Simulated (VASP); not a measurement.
An input for Ansatz (written as the equivalent of a VASP run, and not itself run):

Ansatz 0.2 input:
```yaml
crystal:
  lattice:
    - [3.7142261, 0.0000000, 0.0000000]
    - [0.0000000, 3.7142261, 0.0000000]
    - [0.0000000, 0.0000000, 3.7142261]
  atoms:
    - { symbol: Sr, position: [0.0000000, 0.0000000, 0.0000000] }
    - { symbol: Ti, position: [0.5000000, 0.5000000, 0.5000000] }
    - { symbol: O, position: [0.5000000, 0.0000000, 0.5000000] }
    - { symbol: O, position: [0.0000000, 0.5000000, 0.5000000] }
    - { symbol: O, position: [0.5000000, 0.5000000, 0.0000000] }
kpoints:
  mp_grid: { grid: [6, 6, 6] }
hamiltonian:
  xc: lda
  pseudopotentials: { kind: paw }
scf:
  occupations: { method: gaussian, width: 0.05 }
  max_iter: 100
relax:
  max_steps: 40
  f_tol: 0.02
  cell: { p_target: 45 }
output: { forces: true, stress: true, eigenvalues: true }
```

Q: Translate this input to VASP (INCAR, KPOINTS, POSCAR, choice of POTCAR).

A: This is not unique; one that fits is 
File POSCAR:
```
SrTiO3
1.0
  3.7142260817   0.0000000000   0.0000000000
  0.0000000000   3.7142260817   0.0000000000
  0.0000000000   0.0000000000   3.7142260817
Sr Ti O
1 1 3
Cart
  0.0000000000   0.0000000000   0.0000000000
  1.8571130409   1.8571130409   1.8571130409
  1.8571130409   0.0000000000   1.8571130409
  0.0000000000   1.8571130409   1.8571130409
  1.8571130409   1.8571130409   0.0000000000
```

### INCAR
```
ALGO  =  Normal
EDIFF  =  1E-6
EDIFFG  =  -0.02
ENCUT  =  620
IBRION  =  2
ISIF  =  3
ISMEAR  =  0
LASPH  =  .TRUE.
LCHARG  =  .FALSE.
LMAXMIX  =  4
LREAL  =  .FALSE.
LWAVE  =  .FALSE.
NELM  =  100
NSW  =  40
PREC  =  Accurate
PSTRESS  =  450
SIGMA  =  0.05
SYSTEM  =  SrTiO3
```

File KPOINTS:
```
Regular mesh
0
G
 6 6 6
0 0 0
```

POTCAR, in this order: Sr_sv Ti_sv O (LDA.64 set). Program: vasp_std.

The two are equivalent in intent, not identical: each code has its own PAW files, so the cut-off isn't converted (ENCUT is set for VASP's; basis.ecutwfc is left out, and Ansatz then takes the one that its files recommend); Ansatz stops its SCF on the density residual and VASP on the energy change (EDIFF); Ansatz's lda is the Perdew-Wang form, while the LDA potentials of VASP carry Perdew-Zunger's.

The compound is SrTiO3 in the cubic perovskite structure, the ideal cubic form; the compound distorts at low or room temperature. This run relaxes it under an external pressure of 45 GPa. Symmetry was kept, so distortions that lower it aren't found.
